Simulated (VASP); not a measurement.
Input:

```
GaNi3As
1.0
    3.90020     0.00000     0.00000
   -1.95010     3.37768     0.00000
    0.00000     0.00000     4.82426
Ga Ni As
1 3 1
Cartesian
  0.00000   0.00000   2.41213
  1.95010   1.12589   3.64123
  1.95010   1.12589   1.18303
  0.00000   2.25179   2.41213
  0.00000   2.25179   0.00000
```

These are PBEsol GGA, VASP's PBE PAW potentials (set 64) (plane waves; VASP) values and carry that method's errors. Numerical set-up: 400 eV cut-off, 10×10×7 Γ-centred mesh, tetrahedra with Blöchl corrections, potentials Ga_d Ni As.

The cores are frozen, which limits the accuracy of field gradients.

Q: Give the principal components of the electric field gradient (V/Å²) and the asymmetry η at each nucleus.

A: 
| atom | Vxx | Vyy | Vzz | η |
|---|---|---|---|---|
| Ga1 | -76.5 | -76.5 | 153.0 | 0.00 |
| Ni2 | 4.8 | 4.8 | -9.6 | 0.00 |
| Ni3 | 4.8 | 4.8 | -9.6 | 0.00 |
| Ni4 | -21.0 | -21.0 | 42.0 | 0.00 |
| As5 | 12.9 | 12.9 | -25.8 | 0.00 |

The structure comes from a computed database's GaNi3As entry (P-6m2); how it stands against other phases isn't given here. It was relaxed first. The run is not spin-polarised, so no magnetic state was tried.
